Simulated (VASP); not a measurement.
These are PBEsol GGA, VASP's PBE PAW potentials (set 64) (plane waves; VASP) values and carry that method's errors.

VASP ran on this input.

### KPOINTS
```
Automatic mesh
0
Gamma
8 8 8
0 0 0
```

**INCAR**
```
ALGO = Normal
EDIFF = 1E-7
EDIFFG = -0.01
ENCUT = 480
GGA = PS
IBRION = 2
ISIF = 3
ISMEAR = 0
LASPH = .True.
LCHARG = .False.
LMAXMIX = 4
LREAL = .False.
LWAVE = .False.
NELM = 100
NSW = 40
PREC = Accurate
PSTRESS = 150
SIGMA = 0.05
SYSTEM = GaP
```

File POSCAR:
```
GaP
1
    0.0000000000     2.6020312259     2.6020312259
    2.6020312259    -0.0000000000     2.6020312259
    2.6020312259     2.6020312259     0.0000000000
Ga P
1 1
Direct
  0.0000000000   1.0000000000   1.0000000000
  0.2500000000   0.2500000000   0.2500000000
```

POTCAR, in this order: Ga_d P (PBE.64 set). Program: vasp_std.

The resulting files:

**OSZICAR**
```
       N       E                     dE             d eps       ncg     rms          rms(c)
DAV:   1     0.796210928223E+02    0.79621E+02   -0.91677E+03   762   0.197E+03
DAV:   2    -0.375270153387E+01   -0.83374E+02   -0.80371E+02   824   0.330E+02
DAV:   3    -0.995588846274E+01   -0.62032E+01   -0.61666E+01   927   0.763E+01
DAV:   4    -0.100660057956E+02   -0.11012E+00   -0.11006E+00   938   0.111E+01
DAV:   5    -0.100682433723E+02   -0.22376E-02   -0.22375E-02   945   0.129E+00    0.490E+00
DAV:   6    -0.977548589450E+01    0.29276E+00   -0.46829E-01  1211   0.169E+01    0.315E+00
DAV:   7    -0.971890246473E+01    0.56583E-01   -0.14134E-01  1060   0.353E+00    0.115E+00
DAV:   8    -0.971573084871E+01    0.31716E-02   -0.15731E-02   902   0.197E+00    0.266E-01
DAV:   9    -0.971582326853E+01   -0.92420E-04   -0.13235E-03   996   0.658E-01    0.673E-02
DAV:  10    -0.971582047810E+01    0.27904E-05   -0.88790E-05   971   0.982E-02    0.217E-02
DAV:  11    -0.971584046872E+01   -0.19991E-04   -0.21867E-05   854   0.597E-02    0.505E-03
DAV:  12    -0.971584039911E+01    0.69602E-07   -0.16552E-06  1061   0.220E-02    0.520E-03
DAV:  13    -0.971584046699E+01   -0.67873E-07   -0.21295E-07   862   0.427E-03
   1 F= -.64170997E+01 E0= -.64170997E+01  d E =-.641710E+01
       N       E                     dE             d eps       ncg     rms          rms(c)
DAV:   1    -0.970935198896E+01    0.64884E-02   -0.94654E-03  1014   0.229E+00    0.164E-01
DAV:   2    -0.970876291622E+01    0.58907E-03   -0.10585E-03   969   0.951E-01    0.725E-02
DAV:   3    -0.970862174289E+01    0.14117E-03   -0.14662E-04  1014   0.301E-01    0.182E-02
DAV:   4    -0.970860804546E+01    0.13697E-04   -0.17938E-05   962   0.655E-02    0.661E-03
DAV:   5    -0.970860664471E+01    0.14008E-05   -0.93869E-07   969   0.141E-02    0.274E-03
DAV:   6    -0.970860665209E+01   -0.73783E-08   -0.94269E-08   397   0.552E-03
   2 F= -.64170939E+01 E0= -.64170939E+01  d E =0.587340E-05
       N       E                     dE             d eps       ncg     rms          rms(c)
DAV:   1    -0.971250994249E+01   -0.39033E-02   -0.24642E-03  1014   0.117E+00    0.836E-02
DAV:   2    -0.971235703686E+01    0.15291E-03   -0.27333E-04   974   0.477E-01    0.370E-02
DAV:   3    -0.971231934206E+01    0.37695E-04   -0.38866E-05  1014   0.155E-01    0.921E-03
DAV:   4    -0.971231520419E+01    0.41379E-05   -0.46431E-06   967   0.340E-02    0.337E-03
DAV:   5    -0.971231452028E+01    0.68390E-06   -0.23190E-07   645   0.726E-03    0.132E-03
DAV:   6    -0.971231444427E+01    0.76010E-07   -0.40647E-08   377   0.338E-03
   3 F= -.64171162E+01 E0= -.64171162E+01  d E =-.164677E-04
```

**OUTCAR**
```
------------------------ aborting loop because EDIFF is reached ----------------------------------------
  FORCE on cell =-STRESS in cart. coord.  units (eV):
  Direction    XX          YY          ZZ          XY          YZ          ZX
  --------------------------------------------------------------------------------------
  Total        3.2959005      3.2959005      3.2959005      0.0000000     -0.0000000      0.0000000
  in kB      150.0319690    150.0319690    150.0319690      0.0000000     -0.0000000      0.0000000
  external PRESSURE =       0.0319690 kB  Pullay stress =     150.0000000 kB
  volume of cell :       35.20
      direct lattice vectors                 reciprocal lattice vectors
     0.000000000  2.601099459  2.601099459    -0.192226406  0.192226406  0.192226406
     2.601099459 -0.000000000  2.601099459     0.192226406 -0.192226406  0.192226406
     2.601099459  2.601099459  0.000000000     0.192226406  0.192226406 -0.192226406
  FREE ENERGIE OF THE ION-ELECTRON SYSTEM (eV)
  ---------------------------------------------------
  free  energy   TOTEN  =        -9.7123144443 eV

  energy  without entropy=       -9.7123144443  energy(sigma->0) =       -9.71231444
  enthalpy is  TOTEN    =        -6.4171161920 eV   P V=        3.2951982523

 reached required accuracy - stopping structural energy minimisation
```
(Selected blocks of OUTCAR.)

CONTCAR:
```
GaP
   1.00000000000000
     0.0000000000000000    2.6010994590137479    2.6010994590137479
     2.6010994590137479   -0.0000000000000000    2.6010994590137479
     2.6010994590137479    2.6010994590137479    0.0000000000000000
  Ga              P
     1     1
Direct
     0.0000000000000000    0.0000000000000000    0.0000000000000000
     0.2500000000000000    0.2500000000000000    0.2500000000000000
```

**OUTCAR**
```
 val. band max:        6.1146714608   @ k =   0.0000   0.0000   0.0000

 cond. band min:       7.3052505577   @ k =   0.5000   0.5000   0.0000


 Fermi energy:         6.3463609042

 k-point     1 :       0.0000    0.0000    0.0000
  band No.  band energies     occupation
      1      -8.7543      2.00000
      2      -8.7543      2.00000
      3      -8.7543      2.00000
      4      -8.6025      2.00000
      5      -8.6025      2.00000
      6      -7.5626      2.00000
      7       6.1147      2.00000
      8       6.1147      2.00000
      9       6.1147      2.00000
     10       9.0430      0.00000
     11       9.8676      0.00000
     12       9.8676      0.00000
     13       9.8676      0.00000

 k-point     2 :       0.1250    0.0000    0.0000
  band No.  band energies     occupation
      1      -8.7840      2.00000
      2      -8.7469      2.00000
      3      -8.7469      2.00000
      4      -8.6027      2.00000
      5      -8.6027      2.00000
      6      -7.3137      2.00000
      7       4.3930      2.00000
      8       5.8218      2.00000
      9       5.8218      2.00000
     10       9.1733      0.00000
     11      10.2919      0.00000
     12      10.2919      0.00000
     13      10.9514      0.00000

 k-point     3 :       0.2500    0.0000    0.0000
  band No.  band energies     occupation
      1      -8.8389      2.00000
      2      -8.7312      2.00000
      3      -8.7312      2.00000
      4      -8.6008      2.00000
      5      -8.6008      2.00000
      6      -6.6187      2.00000
      7       1.8337      2.00000
      8       5.2951      2.00000
      9       5.2951      2.00000
     10       8.6469      0.00000
     11      10.8422      0.00000
     12      10.8422      0.00000
     13      13.1292      0.00000

 k-point     4 :       0.3750    0.0000    0.0000
  band No.  band energies     occupation
      1      -8.8819      2.00000
      2      -8.7197      2.00000
      3      -8.7197      2.00000
...
```

The compound is GaP in the zinc blende structure. This run relaxes it under an external pressure of 15 GPa. Symmetry was kept, so distortions that lower it aren't found.
